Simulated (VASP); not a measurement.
Consider the following.

```xyz
3
Lattice="2.0612 -3.5700 0.0000 2.0612 3.5700 0.0000 0.0000 0.0000 7.4148" Properties=species:S:1:pos:R:3 pbc="T T T"
Mg     0.0000     0.0000     0.0000
I      2.0612     1.1900     1.6362
I      2.0612    -1.1900     5.7786
```

Level of theory: PBE GGA, VASP's PBE PAW potentials (set 64) (plane waves; VASP). Run with 520 eV cut-off, 6×6×3 Γ-centred mesh, Gaussian smearing of 0.050 eV, potentials Mg I.

Without a dispersion term in the relaxation, distances and binding between the weakly bound layers, chains or molecules are unreliable, and so is what depends on them.

Question: The ions and cell shape at fixed volume are relaxed. Which structure does the run end with?

Answer: 
```xyz
3
Lattice="2.0898 -3.6197 0.0000 2.0898 3.6197 0.0000 0.0000 0.0000 7.2127" Properties=species:S:1:pos:R:3 pbc="T T T"
Mg     2.0898    -3.6197     0.0000
I      2.0898     1.2066     1.6713
I      2.0898    -1.2066     5.5414
```
Space group P-3m1 (164), at a tolerance of 0.03 Å.

Question: How much energy does the relaxation gain?

Answer: The energy (σ→0) changes by -9.0 meV/atom, in 6 ionic steps.

The compound is MgI2 in the 1T layered structure. This cell is one point of a volume scan, at 0.94 of the reference volume. Symmetry was kept, so distortions that lower it aren't found.
